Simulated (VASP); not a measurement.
These are PBEsol GGA, VASP's PBE PAW potentials (set 64) (plane waves; VASP 6.6.1) values and carry that method's errors.

Input for VASP

KPOINTS:
```
Automatic mesh
0
Gamma
7 7 4
0 0 0
```

File POSCAR:
```
ZnO
1
    1.6218615238    -2.8091469972     0.0000000000
    1.6218615238     2.8091469972     0.0000000000
   -0.0000000000    -0.0000000000     5.2012397888
Zn O
2 2
Direct
  0.6666670000   0.3333330000   0.5001701831
  0.3333330000   0.6666670000   0.0001701831
  0.6666670000   0.3333330000   0.8818298169
  0.3333330000   0.6666670000   0.3818298169
```

**INCAR**
```
ALGO  =  Normal
EDIFF  =  1E-6
EDIFFG  =  -0.02
ENCUT  =  520
GGA  =  PS
IBRION  =  2
ISIF  =  3
ISMEAR  =  0
LASPH  =  .True.
LCHARG  =  .False.
LMAXMIX  =  4
LREAL  =  .False.
LWAVE  =  .False.
NELM  =  100
NSW  =  60
PREC  =  Accurate
SIGMA  =  0.05
SYSTEM  =  ZnO
```

POTCAR, in this order: Zn O (PBE.64 set). Program: vasp_std.

The run wrote:

**OSZICAR**
```
       N       E                     dE             d eps       ncg     rms          rms(c)
DAV:   1     0.285423863880E+03    0.28542E+03   -0.18984E+04  1056   0.239E+03
DAV:   2     0.706860124795E+01   -0.27836E+03   -0.26878E+03  1164   0.441E+02
DAV:   3    -0.216628885209E+02   -0.28731E+02   -0.28543E+02  1206   0.152E+02
DAV:   4    -0.222060916913E+02   -0.54320E+00   -0.54234E+00  1206   0.222E+01
DAV:   5    -0.222104177066E+02   -0.43260E-02   -0.43258E-02  1188   0.189E+00    0.145E+01
DAV:   6    -0.193195106559E+02    0.28909E+01   -0.10253E+01  1902   0.712E+01    0.940E+00
DAV:   7    -0.194535261037E+02   -0.13402E+00   -0.23110E+00  1112   0.182E+01    0.555E+00
DAV:   8    -0.194664393052E+02   -0.12913E-01   -0.76701E-01  1608   0.872E+00    0.175E+00
DAV:   9    -0.194073703439E+02    0.59069E-01   -0.16123E-01  1662   0.734E+00    0.377E-01
DAV:  10    -0.194100323027E+02   -0.26620E-02   -0.53724E-02  1072   0.177E+00    0.133E-01
DAV:  11    -0.194099771615E+02    0.55141E-04   -0.19126E-03  1504   0.765E-01    0.375E-02
DAV:  12    -0.194100021944E+02   -0.25033E-04   -0.22533E-04  1354   0.356E-01    0.133E-02
DAV:  13    -0.194100057383E+02   -0.35439E-05   -0.20104E-05  1238   0.927E-02    0.817E-03
DAV:  14    -0.194100067656E+02   -0.10273E-05   -0.34418E-06  1024   0.279E-02    0.700E-03
DAV:  15    -0.194100059213E+02    0.84431E-06   -0.12757E-06   546   0.117E-02
   1 F= -.19410006E+02 E0= -.19410006E+02  d E =-.194100E+02
       N       E                     dE             d eps       ncg     rms          rms(c)
DAV:   1    -0.194106448271E+02   -0.63806E-03   -0.57842E-02  1056   0.236E+00    0.168E-01
DAV:   2    -0.194103260693E+02    0.31876E-03   -0.26677E-03  1416   0.833E-01    0.737E-02
DAV:   3    -0.194102598942E+02    0.66175E-04   -0.79307E-05  1486   0.176E-01    0.410E-02
DAV:   4    -0.194102355338E+02    0.24360E-04   -0.44061E-05  1274   0.808E-02    0.692E-03
DAV:   5    -0.194102355406E+02   -0.67539E-08   -0.65688E-06  1062   0.268E-02
   2 F= -.19410236E+02 E0= -.19410236E+02  d E =-.229619E-03
       N       E                     dE             d eps       ncg     rms          rms(c)
DAV:   1    -0.194129833696E+02   -0.27478E-02   -0.36926E-01  1056   0.598E+00    0.424E-01
DAV:   2    -0.194109725302E+02    0.20108E-02   -0.16901E-02  1424   0.209E+00    0.186E-01
DAV:   3    -0.194105498943E+02    0.42264E-03   -0.49766E-04  1492   0.446E-01    0.103E-01
DAV:   4    -0.194103958240E+02    0.15407E-03   -0.28082E-04  1290   0.204E-01    0.173E-02
DAV:   5    -0.194103959678E+02   -0.14384E-06   -0.41544E-05  1092   0.674E-02    0.773E-03
DAV:   6    -0.194103961736E+02   -0.20579E-06   -0.11885E-06   576   0.428E-02
   3 F= -.19410396E+02 E0= -.19410396E+02  d E =-.390252E-03
       N       E                     dE             d eps       ncg     rms          rms(c)
DAV:   1    -0.194106026179E+02   -0.20665E-03   -0.27229E-02  1056   0.161E+00    0.116E-01
DAV:   2    -0.194104552530E+02    0.14736E-03   -0.12706E-03  1408   0.574E-01    0.506E-02
DAV:   3    -0.194104243028E+02    0.30950E-04   -0.37963E-05  1492   0.121E-01    0.282E-02
DAV:   4    -0.194104131850E+02    0.11118E-04   -0.20574E-05  1274   0.553E-02    0.483E-03
DAV:   5    -0.194104131589E+02    0.26110E-07   -0.29759E-06   860   0.181E-02
   4 F= -.19410413E+02 E0= -.19410413E+02  d E =-.407238E-03
       N       E                     dE             d eps       ncg     rms          rms(c)
DAV:   1    -0.194108087605E+02   -0.39558E-03   -0.19818E-02  1056   0.141E+00    0.124E-01
DAV:   2    -0.194106041722E+02    0.20459E-03   -0.96360E-04  1344   0.545E-01    0.616E-02
DAV:   3    -0.194105445018E+02    0.59670E-04   -0.43371E-05  1500   0.126E-01    0.300E-02
DAV:   4    -0.194105288961E+02    0.15606E-04   -0.27515E-05  1486   0.703E-02    0.405E-03
DAV:   5    -0.194105291841E+02   -0.28798E-06   -0.50381E-06  1048   0.242E-02
   5 F= -.19410529E+02 E0= -.19410529E+02  d E =-.116025E-03
       N       E                     dE             d eps       ncg     rms          rms(c)
DAV:   1    -0.194122728544E+02   -0.17440E-02   -0.11388E-01  1056   0.337E+00    0.297E-01
DAV:   2    -0.194110918875E+02    0.11810E-02   -0.55771E-03  1344   0.131E+00    0.148E-01
DAV:   3    -0.194107496096E+02    0.34228E-03   -0.25003E-04  1494   0.303E-01    0.721E-02
DAV:   4    -0.194106594680E+02    0.90142E-04   -0.15852E-04  1480   0.170E-01    0.983E-03
DAV:   5    -0.194106612175E+02   -0.17495E-05   -0.29324E-05  1086   0.584E-02    0.544E-03
DAV:   6    -0.194106610820E+02    0.13547E-06   -0.62936E-07   552   0.294E-02
   6 F= -.19410661E+02 E0= -.19410661E+02  d E =-.247923E-03
```

File OUTCAR:
```
------------------------ aborting loop because EDIFF is reached ----------------------------------------
  FORCE on cell =-STRESS in cart. coord.  units (eV):
  Direction    XX          YY          ZZ          XY          YZ          ZX
  --------------------------------------------------------------------------------------
  Total        0.0029032      0.0029032      0.0417357     -0.0000000      0.0000000      0.0000000
  in kB        0.0980713      0.0980713      1.4098398     -0.0000000      0.0000000      0.0000000
  external PRESSURE =       0.5353274 kB  Pullay stress =       0.0000000 kB
  volume of cell :       47.43
      direct lattice vectors                 reciprocal lattice vectors
     1.618962249 -2.804125304 -0.000000000     0.308839814 -0.178308722  0.000000000
     1.618962249  2.804125304  0.000000000     0.308839814  0.178308722  0.000000000
    -0.000000000  0.000000000  5.223771093     0.000000000 -0.000000000  0.191432584
  FREE ENERGIE OF THE ION-ELECTRON SYSTEM (eV)
  ---------------------------------------------------
  free  energy   TOTEN  =       -19.4106610820 eV

  energy  without entropy=      -19.4106610820  energy(sigma->0) =      -19.41066108

 reached required accuracy - stopping structural energy minimisation
```
(Selected blocks of OUTCAR.)

CONTCAR:
```
ZnO
   1.00000000000000
     1.6189622489650313   -2.8041253035472073   -0.0000000000000000
     1.6189622489650313    2.8041253035472073    0.0000000000000000
    -0.0000000000000000    0.0000000000000000    5.2237710927620231
  Zn              O
     2     2
Direct
     0.6666669999999968    0.3333330000000032    0.5015316233689154
     0.3333330000000032    0.6666669999999968    0.0015316233689154
     0.6666669999999968    0.3333330000000032    0.8804683766310896
     0.3333330000000032    0.6666669999999968    0.3804683766310896
```

OUTCAR:
```
 val. band max:        1.0864440514   @ k =   0.0000   0.0000   0.0000

 cond. band min:       1.7672588678   @ k =   0.0000   0.0000   0.0000


 Fermi energy:         1.2899178194

 k-point     1 :       0.0000    0.0000    0.0000
  band No.  band energies     occupation
      1     -16.9876      2.00000
      2     -16.2416      2.00000
      3      -4.6693      2.00000
      4      -4.6480      2.00000
      5      -4.6480      2.00000
      6      -4.6057      2.00000
      7      -4.4533      2.00000
      8      -4.4533      2.00000
      9      -3.4365      2.00000
     10      -3.4365      2.00000
     11      -3.2199      2.00000
     12      -3.2199      2.00000
     13      -2.9465      2.00000
     14       0.2795      2.00000
     15       0.2795      2.00000
     16       0.9962      2.00000
     17       1.0864      2.00000
     18       1.0864      2.00000
     19       1.7673      0.00000
     20       6.2152      0.00000
     21       9.1707      0.00000
     22      13.8801      0.00000

 k-point     2 :       0.1429    0.0000    0.0000
  band No.  band energies     occupation
      1     -16.8746      2.00000
      2     -16.1922      2.00000
      3      -4.7791      2.00000
      4      -4.5855      2.00000
      5      -4.5501      2.00000
      6      -4.5194      2.00000
      7      -4.4276      2.00000
      8      -4.3620      2.00000
      9      -3.4842      2.00000
     10      -3.4397      2.00000
     11      -3.2104      2.00000
     12      -3.1420      2.00000
     13      -2.9684      2.00000
     14      -0.4346      2.00000
     15       0.0125      2.00000
     16       0.1299      2.00000
     17       0.8580      2.00000
     18       0.9417      2.00000
     19       2.9998      0.00000
     20       7.0139      0.00000
     21       9.1521      0.00000
     22      12.1662      0.00000

 k-point     3 :       0.2857    0.0000    0.0000
  band No.  band energies     occupation
      1     -16.5967      2.00000
...
```

The compound is ZnO in the wurtzite structure. This run relaxes it. Symmetry was kept, so distortions that lower it aren't found. The start is the result of an earlier pass.
